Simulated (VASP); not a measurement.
Here is a VASP 6.6.1 calculation.

The input INCAR:

```
ALGO = Fast
EDIFF = 1E-6
ENCUT = 520
GGA = PE
ISIF = 2
ISMEAR = 0
LASPH = T
LCHARG = F
LREAL = F
LWAVE = F
NBANDS = 26
NELM = 100
PREC = Accurate
SIGMA = 0.1
```

Contents of KPOINTS:

```
k-points
0
Gamma
  15 15 8
```

File POSCAR:

```
Ti2TeO
1.0
    3.3218872574      0.0000000000      0.0000000000
   -1.6609436287      2.8768387534      0.0000000000
    0.0000000000      0.0000000000      6.3688196957
Ti Te O
2 1 1
Direct
    0.3333333333      0.6666666667      0.3433603601
    0.6666666667      0.3333333333      0.6566396399
    0.0000000000      0.0000000000      0.0000000000
    0.0000000000      0.0000000000      0.5000000000
```

Potentials or basis: VASP PAW PBE potentials, release 64 (Ti_sv, Te, O).

Launch:

```sh
$ cat potpaw_PBE.64/Ti_sv/POTCAR potpaw_PBE.64/Te/POTCAR potpaw_PBE.64/O/POTCAR > POTCAR
$ mpirun -np 1 vasp_std > vasp.out
```

Q: What does it give for the largest force?

A: 0.031 eV/Å.

Q: What does it give for the band gap on the k mesh?

A: None (metal or under the smearing width).

Q: Estimate the pressure.

A: 0.2 GPa.

Forces on the atoms (eV/Å):
```
Ti   0.000  0.000 -0.031
Ti   0.000  0.000  0.031
Te   0.000  0.000  0.000
O    0.000  0.000  0.000
```

Caveat: semilocal functionals often make such compounds metallic where correlation or magnetic order opens a gap, which also shifts bond lengths. The run has no spin-orbit coupling, so splittings on Te are missing.
